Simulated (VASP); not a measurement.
Input:

```
CELL_PARAMETERS angstrom
      0.00000     2.65519     2.65519
      2.65519     0.00000     2.65519
      2.65519     2.65519     0.00000
ATOMIC_POSITIONS crystal
  Co 0.00000 0.00000 0.00000
  Si 0.25000 0.25000 0.25000
  Si 0.75000 0.75000 0.75000
```

Calculation: PBEsol GGA with spin-orbit coupling, VASP's PBE PAW potentials (set 64) (plane waves; VASP 6.6.1). Settings: 400 eV cut-off, 11×11×11 Γ-centred mesh, Gaussian smearing of 0.050 eV, potentials Co Si.

Q: Give the energies of bands 9 to 22 at the high-symmetry points, in eV from the Fermi level.

A: 
```json
[
 {"band": "9", "Γ": "-1.99", "X": "-3.71", "U": "-3.50", "L": "-2.26", "W": "-2.40"},
 {"band": "10", "Γ": "-1.99", "X": "-3.71", "U": "-3.50", "L": "-2.26", "W": "-2.40"},
 {"band": "11", "Γ": "-1.99", "X": "-2.11", "U": "-2.33", "L": "-1.73", "W": "-2.36"},
 {"band": "12", "Γ": "-1.99", "X": "-2.11", "U": "-2.33", "L": "-1.73", "W": "-2.36"},
 {"band": "13", "Γ": "1.05", "X": "-2.01", "U": "-1.85", "L": "-1.67", "W": "-2.04"},
 {"band": "14", "Γ": "1.05", "X": "-2.01", "U": "-1.85", "L": "-1.67", "W": "-2.04"},
 {"band": "15", "Γ": "3.35", "X": "-1.96", "U": "-1.27", "L": "-0.51", "W": "-1.51"},
 {"band": "16", "Γ": "3.35", "X": "-1.96", "U": "-1.27", "L": "-0.51", "W": "-1.51"},
 {"band": "17", "Γ": "3.48", "X": "-1.38", "U": "-1.00", "L": "-0.43", "W": "-0.70"},
 {"band": "18", "Γ": "3.48", "X": "-1.38", "U": "-1.00", "L": "-0.43", "W": "-0.70"},
 {"band": "19", "Γ": "3.48", "X": "1.69", "U": "2.05", "L": "2.74", "W": "3.75"},
 {"band": "20", "Γ": "3.50", "X": "1.69", "U": "2.05", "L": "2.74", "W": "3.75"},
 {"band": "21", "Γ": "3.52", "X": "2.90", "U": "4.99", "L": "3.47", "W": "3.78"},
 {"band": "22", "Γ": "3.52", "X": "2.90", "U": "4.99", "L": "3.47", "W": "3.78"}
]
```

It has no gap at this level: it comes out as a metal or semimetal.

The compound is CoSi2 in the fluorite structure. It was relaxed first.
